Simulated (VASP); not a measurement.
Here is the system:

```
KTaO3
1.0
    3.93292     0.00000     0.00000
    0.00000     3.93292     0.00000
    0.00000     0.00000     3.93292
K Ta O
1 1 3
Cartesian
  0.00000   0.00000   0.00000
  1.96646   1.96646   1.96646
  1.96646   0.00000   1.96646
  0.00000   1.96646   1.96646
  1.96646   1.96646   0.00000
```

These are PBE GGA with D4 dispersion, VASP's PBE PAW potentials (set 64) (plane waves; VASP) values and carry that method's errors. Numerical set-up: 520 eV cut-off, 6×6×6 Γ-centred mesh, Gaussian smearing of 0.050 eV, potentials K_sv Ta_pv O.

Unless said otherwise, spin-orbit coupling is left out, though it shifts the bands of the heavy elements here.

**Question.** What does the run give for the energy per atom (σ→0), pressure, band gap (on the k-mesh) with the smallest direct gap where there is one?

**Answer.** 
```yaml
band gap (on the k-mesh): 2.27 eV
smallest direct gap (on the k-mesh): 2.86 eV
energy per atom (σ→0): -8.334 eV/atom
pressure: 13.70 GPa
```

Total energies compare only between runs with the same potentials, cut-off and functional.

The compound is KTaO3 in the cubic perovskite structure. This cell is one point of a volume scan, at 0.94 of the reference volume.
